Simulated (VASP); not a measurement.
A convergence study with VASP on AgBr (rock salt): one setting is varied, all else stays as given below, so the limit is that of these other settings.

```xyz
2
Lattice="0.0000 2.8850 2.8850 2.8850 0.0000 2.8850 2.8850 2.8850 0.0000" Properties=species:S:1:pos:R:3 pbc="T T T"
Ag     0.0000     0.0000     0.0000
Br     2.8850     2.8850     2.8850
```

Computed with PBE GGA, VASP's PBE PAW potentials (set 64) (plane waves; VASP). The tightest run used: 550 eV cut-off, 17×17×17 Γ-centred mesh, tetrahedra with Blöchl corrections, potentials Ag Br.

The reference is 17×17×17 mesh, which took about 60 core-seconds. The timings are rough (shared machines, no repeats); factors under 2 mean little.

Of the settings 3×3×3 mesh; 4×4×4 mesh; 5×5×5 mesh; 6×6×6 mesh; 7×7×7 mesh; 8×8×8 mesh; 9×9×9 mesh; 10×10×10 mesh; 11×11×11 mesh; 12×12×12 mesh; 13×13×13 mesh; 14×14×14 mesh; 15×15×15 mesh; 16×16×16 mesh; 17×17×17 mesh, which is the lowest that keeps the difference from the reference in the stress, largest component (GPa) within 0.2 from there on, and what does it cost?

5×5×5 mesh; its cost over the reference is about 1/10.
```json
[
 {"setting": "3×3×3 mesh", "difference in the stress, largest component (GPa)": "0.83", "cost over the reference": "about 1/10"},
 {"setting": "4×4×4 mesh", "difference in the stress, largest component (GPa)": "0.27", "cost over the reference": "about 1/7"},
 {"setting": "5×5×5 mesh", "difference in the stress, largest component (GPa)": "0.06", "cost over the reference": "about 1/10"},
 {"setting": "6×6×6 mesh", "difference in the stress, largest component (GPa)": "0.02", "cost over the reference": "about 1/8"},
 {"setting": "7×7×7 mesh", "difference in the stress, largest component (GPa)": "0.01", "cost over the reference": "about 1/4"},
 {"setting": "8×8×8 mesh", "difference in the stress, largest component (GPa)": "0.00", "cost over the reference": "about 1/6"},
 {"setting": "9×9×9 mesh", "difference in the stress, largest component (GPa)": "0.00", "cost over the reference": "about 1/3"},
 {"setting": "10×10×10 mesh", "difference in the stress, largest component (GPa)": "0.00", "cost over the reference": "about 1/3"},
 {"setting": "11×11×11 mesh", "difference in the stress, largest component (GPa)": "0.00", "cost over the reference": "about 1/4"},
 {"setting": "12×12×12 mesh", "difference in the stress, largest component (GPa)": "0.00", "cost over the reference": "about 1/3"},
 {"setting": "13×13×13 mesh", "difference in the stress, largest component (GPa)": "0.00", "cost over the reference": "within a factor of 2"},
 {"setting": "14×14×14 mesh", "difference in the stress, largest component (GPa)": "0.00", "cost over the reference": "about 1/2"},
 {"setting": "15×15×15 mesh", "difference in the stress, largest component (GPa)": "0.00", "cost over the reference": "within a factor of 2"},
 {"setting": "16×16×16 mesh", "difference in the stress, largest component (GPa)": "0.00", "cost over the reference": "within a factor of 2"},
 {"setting": "17×17×17 mesh", "difference in the stress, largest component (GPa)": "0.00", "cost over the reference": "reference"}
]
```

Left out are rungs that failed or repeat a setting and relaxations that didn't move; long series are thinned to 24 rows.

The compound is AgBr in the rock salt structure. The cell was not relaxed at this level.
